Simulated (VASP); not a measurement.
Input of a VASP 6.6.1 run:

INCAR

```
SYSTEM = HfIF3
PREC = Accurate ; ENCUT = 520
EDIFF = 1E-7 ; ISMEAR = 0
SIGMA = 0.01 ; LREAL = .False.
LASPH = .True. ; NELM = 100
ALGO = Fast ; ISIF = 2
LWAVE = .False. ; LCHARG = .True.
GGA = PE ; LELF = .True.
LVHAR = .True. ; NBANDS = 27
```

The input KPOINTS:

```
regular mesh
0
Gamma
  8 8 8
  0 0 0
```

File POSCAR:

```
HfIF3
1.0
    4.3321995916      0.0000000000      0.0000000000
    0.0000000000      4.3321995916      0.0000000000
    0.0000000000      0.0000000000      4.3321995916
Hf I F
1 1 3
Direct
    0.5000000000      0.5000000000      0.5000000000
    0.0000000000      0.0000000000      0.0000000000
    0.5000000000      0.5000000000      0.0000000000
    0.5000000000      0.0000000000      0.5000000000
    0.0000000000      0.5000000000      0.5000000000
```

Potentials or basis: VASP PAW PBE potentials, release 64 (Hf_pv, I, F).

Launch:

```console
$ cat potpaw_PBE.64/Hf_pv/POTCAR potpaw_PBE.64/I/POTCAR potpaw_PBE.64/F/POTCAR > POTCAR
$ mpirun -np 1 vasp_std > vasp.out
```

Problem. Predict the band gap on the k mesh.

Solution. 0.11 eV, direct.

Problem. Predict the pressure.

Solution. -1.5 GPa.

Caveat: spin-orbit coupling is left out, which moves the levels of the heavy elements. A k mesh can miss the band edges.
